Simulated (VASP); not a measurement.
Level of theory: AM05 GGA, VASP's PBE PAW potentials (set 64) (plane waves; VASP).

The input files of a VASP run:

File KPOINTS:
```
Automatic
0
G
  9 9 9
```

POSCAR:
```
YN
1
    0.0000000000     2.4522733107     2.4522733107
    2.4522733107     0.0000000000     2.4522733107
    2.4522733107     2.4522733107     0.0000000000
Y N
1 1
Direct
  0.0000000000   0.0000000000   0.0000000000
  0.5000000000   0.5000000000   0.5000000000
```

### INCAR
```
! general
SYSTEM =YN
PREC   =Accurate
ENCUT  =520
LREAL  =.FALSE.   ! projection in real space or not
LASPH  =.TRUE.

! electronic loop
EDIFF  =1E-7   ! SCF stop (eV)
NELM   =100   ! most electronic steps
ALGO   =Normal
LMAXMIX=4   ! l cut-off of mixed one-centre charges

! smearing
ISMEAR =0
SIGMA  =0.05

! functional
GGA    =AM   ! AM05

! ions
ISIF   =2   ! forces and stress, cell fixed

! output
LWAVE  =.FALSE.
LCHARG =.FALSE.
```

POTCAR, in this order: Y_sv N (PBE.64 set). Program: vasp_std.

Q: Predict the energy per atom (σ→0), pressure.

A: 
The energy per atom (σ→0) is -9.301 eV/atom. The pressure comes out as -4.70 GPa.

File OSZICAR:
```
...
DAV:  10    -0.186026103401E+02   -0.85450E-04   -0.63202E-04  1048   0.268E-01    0.624E-01
DAV:  11    -0.186027437763E+02   -0.13344E-03   -0.68253E-04   976   0.288E-01    0.747E-02
DAV:  12    -0.186027441428E+02   -0.36653E-06   -0.63650E-05  1028   0.735E-02    0.102E-01
DAV:  13    -0.186027432144E+02    0.92842E-06   -0.54152E-06  1068   0.204E-02    0.272E-02
DAV:  14    -0.186027430268E+02    0.18765E-06   -0.57400E-07  1004   0.752E-03    0.111E-02
DAV:  15    -0.186027427867E+02    0.24007E-06   -0.23727E-07   892   0.499E-03    0.117E-03
DAV:  16    -0.186027427234E+02    0.63278E-07   -0.62140E-09   444   0.868E-04
   1 F= -.18602743E+02 E0= -.18602738E+02  d E =-.859034E-05
```

The compound is YN in the rock salt structure. This cell is one point of a volume scan, at 1.03 of the reference volume.
